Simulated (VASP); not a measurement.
Given:

```xyz
4
Lattice="3.6310 0.0000 0.0000 -1.8155 3.1446 0.0000 0.0000 0.0000 6.2600" Properties=species:S:1:pos:R:3 pbc="T T T"
Cd     0.0000     0.0000     0.0000
Cd     0.0000     0.0000     3.1300
Se     0.0000     2.0964     1.5650
Se     1.8155     1.0482     4.6950
```

Method: PBEsol GGA, VASP's PBE PAW potentials (set 64) (plane waves; VASP). Settings: 500 eV cut-off, 10×10×5 Γ-centred mesh, first-order Methfessel-Paxton smearing of 0.10 eV, potentials Cd Se.

Problem. Estimate the energy per atom (σ→0), pressure, band gap (on the k-mesh) with the smallest direct gap where there is one.

Solution. 
```yaml
band gap (on the k-mesh): none (metal, semimetal or under 0.01 eV)
energy per atom (σ→0): -2.602 eV/atom
pressure: 29.96 GPa
```

The absolute energy has meaning only against runs of the same code, potentials and settings.

The structure was generated: CdSe was put into the NiAs type type (P6_3/mmc), which need not be its known phase. It was relaxed first under an external pressure of 30 GPa.
